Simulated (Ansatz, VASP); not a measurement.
# Al2O3 (Corundum): VASP beside Ansatz, part 3 of 3

One calculation is typed for both programs; each brings its own data sets. How far apart do they land? The cell is taken from a series of runs on this material, whose earlier steps may have relaxed, scaled, displaced or heated it; both programs get it as it stands.

VASP 6.6.1 and Ansatz 0.2.0.

So far. Step 3 (VASP: single point, r2SCAN with rVV10): The run ends at a pressure of 22.98 GPa, with forces up to 0.016 eV/Å. Step 5 (VASP: single point, r2SCAN with D4): The run ends at a pressure of 22.12 GPa, with forces up to 0.022 eV/Å.

**8. VASP: single point, r2SCAN**

Level of this step: r2SCAN; plane waves and PAW (Al, O) (VASP).

With cell and atoms fixed, the geometry can't cause a difference; cores, projectors, grids and the points listed under the comparison can. The cell compared in this pair holds 81.62 Å³, against 78.22 Å³ for the pair before.

INCAR

```
SYSTEM = Al2O3
PREC = Accurate
ENCUT = 580
EDIFF = 1E-06
NELM = 120
ISMEAR = 0
SIGMA = 0.01
LREAL = .FALSE.
ALGO = Normal
METAGGA = R2SCAN
LASPH = .TRUE.
NBANDS = 34
LORBIT = 11
LWAVE = .FALSE.
LCHARG = .FALSE.
ISIF = 2
GGA_COMPAT = .FALSE.
EFERMI = MIDGAP
LMIXTAU = .TRUE.
KPAR = 2
```

POSCAR

```
Al2O3
1.0
    2.3480805160      1.3556649179      4.2733207511
   -2.3480805160      1.3556649179      4.2733207511
    0.0000000000     -2.7113298360      4.2733207511
Al O
4 6
Direct
    0.3517843145      0.3517843145      0.3517843145
    0.1482156855      0.1482156855      0.1482156855
    0.6482156855      0.6482156855      0.6482156855
    0.8517843145      0.8517843145      0.8517843145
    0.5568152714      0.9431847286      0.2500000000
    0.2500000000      0.5568152714      0.9431847286
    0.9431847286      0.2500000000      0.5568152714
    0.4431847286      0.0568152714      0.7500000000
    0.7500000000      0.4431847286      0.0568152714
    0.0568152714      0.7500000000      0.4431847286
```

KPOINTS

```
Automatic mesh
0
Gamma
6 6 6
0 0 0
```

Potentials, in the order of the species: Al and O (PBE family, release 64).

Command:

```
mpirun -np 2 vasp_std
```

Numbers of over 12 decimals in the logs are rounded to 6 here.

Log:

```text
[... set-up lines as in an earlier step ...]
 entering main loop
       N       E                     dE             d eps       ncg     rms          rms(c)
DAV:   1     0.229608621567E+03    0.22961E+03   -0.28281E+04  2176   0.152E+03
DAV:   2    -0.103676661143E+03   -0.33329E+03   -0.32244E+03  2780   0.320E+02
DAV:   3    -0.117513949470E+03   -0.13837E+02   -0.13789E+02  2790   0.665E+01
DAV:   4    -0.117619856892E+03   -0.10591E+00   -0.10586E+00  2688   0.669E+00
[...]
DAV:  22    -0.961803123285E+02    0.17912E-05   -0.13204E-05  2692   0.208E-02    0.215E-02
DAV:  23    -0.961803188583E+02   -0.65297E-05   -0.30687E-06  1994   0.153E-02    0.421E-03
DAV:  24    -0.961803189333E+02   -0.75028E-07   -0.30085E-07  1360   0.463E-03
   1 F= -.96180319E+02 E0= -.96180319E+02  d E =0.000000E+00
```

OUTCAR, selected parts (step 8):

```text
  Total        5.3745715      5.3745715      5.1158789      0.0000000     -0.0000000      0.0000000
  in kB      105.5048302    105.5048302    100.4265994      0.0000000     -0.0000000      0.0000000
  external PRESSURE =     103.8120866 kB  Pullay stress =       0.0000000 kB

 POSITION                                       TOTAL-FORCE (eV/Angst)
 -----------------------------------------------------------------------------------
      0.00000     -0.00000      4.50986        -0.000000      0.000000     -0.020575
      0.00000     -0.00000      1.90012        -0.000000     -0.000000      0.020575
      0.00000     -0.00000      8.31010        -0.000000     -0.000000      0.020575
      0.00000     -0.00000     10.91984        -0.000000      0.000000     -0.020575
     -0.90723      1.35566      7.47831        -0.017373     -0.000000      0.000000
     -0.72043     -1.46351      7.47831         0.008687     -0.015046     -0.000000
      1.62765      0.10785      7.47831         0.008687      0.015046     -0.000000
      0.90723     -1.35566      5.34165         0.017373     -0.000000      0.000000
      0.72043      1.46351      5.34165        -0.008687      0.015046     -0.000000
     -1.62765     -0.10785      5.34165        -0.008687     -0.015046     -0.000000
 -----------------------------------------------------------------------------------
    total drift:                                0.000000     -0.000000     -0.000000

  FREE ENERGIE OF THE ION-ELECTRON SYSTEM (eV)
  ---------------------------------------------------
  free  energy   TOTEN  =       -96.1803189333 eV

  energy  without entropy=      -96.1803189333  energy(sigma->0) =      -96.18031893

[... 1 part as in an earlier step ...]

[... 2 further parts left out ...]
[key lines of the parts left out:]
E-fermi :  10.0458
```

The run ends at a pressure of 10.38 GPa, with forces up to 0.021 eV/Å.

**9. Ansatz: single point, r2SCAN**

The same cell, functional and mesh now go to Ansatz.

The cell is taken from a series of runs on this material, whose earlier steps may have relaxed, scaled, displaced or heated it; both programs get it as it stands.

input.yaml

```yaml
crystal:
  lattice:
    - [2.348080516, 1.3556649179, 4.2733207511]
    - [-2.348080516, 1.3556649179, 4.2733207511]
    - [0.0, -2.711329836, 4.2733207511]
  atoms:
    - { symbol: Al, position: [0.3517843145, 0.3517843145, 0.3517843145] }
    - { symbol: Al, position: [0.1482156855, 0.1482156855, 0.1482156855] }
    - { symbol: Al, position: [0.6482156855, 0.6482156855, 0.6482156855] }
    - { symbol: Al, position: [0.8517843145, 0.8517843145, 0.8517843145] }
    - { symbol: O, position: [0.5568152714, 0.9431847286, 0.25] }
    - { symbol: O, position: [0.25, 0.5568152714, 0.9431847286] }
    - { symbol: O, position: [0.9431847286, 0.25, 0.5568152714] }
    - { symbol: O, position: [0.4431847286, 0.0568152714, 0.75] }
    - { symbol: O, position: [0.75, 0.4431847286, 0.0568152714] }
    - { symbol: O, position: [0.0568152714, 0.75, 0.4431847286] }
kpoints:
  mp_grid: { grid: [6, 6, 6] }
hamiltonian:
  xc: r2scan
scf:
  occupations: { method: fixed }
  n_extra_bands: 7
  lower_state_search: "off"
  convergence: { dr2_threshold: 1.0e-09 }
output:
  eigenvalues: true
basis:
  ecutwfc: 650
```

Command:

```
ansatz run input.yaml --threads 20 --pin off --max-ram 73728MiB --backend cpu --events-out ev --progress --plain --runs-dir out
```

Log:

```text
[...]
Crystal: 10 atoms, lattice volume = 81.617 Å³
Basis set: ecut = 650 eV, 3071 PW (Γ), exchange–correlation on 180×180×180 points (64 copies of the dense FFT grid, shifted against one another)
Bands: 31, of which v1, the nominal top of the filled ones, is band 24 counted from 1 (23 counted from 0)
Symmetry: 12 space group operations
[...]
k-points: 32 of 216
[...]
--- Band table (eV; the first three rows and the last of 32) ---
  k-point 0: bands = [... 20 lower, 7.3071, 7.8148, 7.8148, 7.8804, 15.5406, 18.3392, 20.3818, 20.8645, ... 3 higher]
  k-point 1: bands = [... 20 lower, 7.1113, 7.4934, 7.7672, 7.8138, 16.1632, 18.8732, 19.8068, 20.4375, ... 3 higher]
  k-point 2: bands = [... 20 lower, 6.9456, 7.2632, 7.6025, 7.6583, 17.4955, 19.1819, 19.4028, 19.9428, ... 3 higher]
  k-point 31: bands = [... 20 lower, 7.4439, 7.4439, 7.4439, 7.4439, 17.9510, 17.9510, 20.4260, 20.4260, ... 3 higher]
[key lines of the parts left out:]
SCF converged after 9 iterations
Free energy (F): -5590.536886 eV
Fermi energy:    7.880416 eV
```

**10. Differences**

Both answers:

```csv
quantity,Ansatz,VASP,difference
gap on the k mesh (eV),7.660,7.681,-0.021
```

A gap on the mesh is an upper bound, since the band edges may lie between its points.

**11. What came out**

- difference in gap on the k mesh (single point, r2SCAN with rVV10): -0.020 eV
- difference in gap on the k mesh (single point, r2SCAN with D4): -0.023 eV
- difference in gap on the k mesh (single point, r2SCAN): -0.021 eV

**Reading.** The difference in gap on the k mesh is -0.023 eV (single point, r2SCAN with D4), within the 0.08 eV picked in this series as the mark of a large difference. 5 further runs of this series are not shown here. How closely two codes agree says nothing of how well the functional describes the real material.

[Lines on the potential files, build, host, timing and source positions are cut from VASP's logs without a mark.]

[Logs are printed without paths, hosts, clocks, repeated set-up lines and the standing remarks that a program may print on its own settings, such as how far it seeks lower states.]

[Hosts, paths, dates, database ids (printed as entryN), source tags and the programs' standing remarks are cut or masked in the printed files.]
